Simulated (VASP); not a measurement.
Input:

```yaml
crystal:
  lattice:
    - [0.00000, 3.23128, 3.23128]
    - [3.23128, 0.00000, 3.23128]
    - [3.23128, 3.23128, 0.00000]
  atoms:
    - { symbol: Na, position: [0.00000, 0.00000, 0.00000] }
    - { symbol: I, position: [0.50000, 0.50000, 0.50000] }
```

All values below come from vdW-DF-cx, VASP's PBE PAW potentials (set 64) (plane waves; VASP). Run with 520 eV cut-off, 7×7×7 Γ-centred mesh, Gaussian smearing of 0.050 eV, potentials Na_pv I.

Unless said otherwise, spin-orbit coupling is left out, though it shifts the bands of the heavy elements here.

Question: What does the run give for the energy per atom (σ→0), band gap (on the k-mesh) with the smallest direct gap where there is one?

Answer: 
```
Quantity                                     Result
-----------------------------------  --------------
band gap (on the k-mesh)                    3.73 eV
smallest direct gap (on the k-mesh)         3.73 eV
energy per atom (σ→0)                -0.677 eV/atom
```

Only differences to runs with the same potentials and settings are physical.

The compound is NaI in the rock salt structure. It was relaxed first.
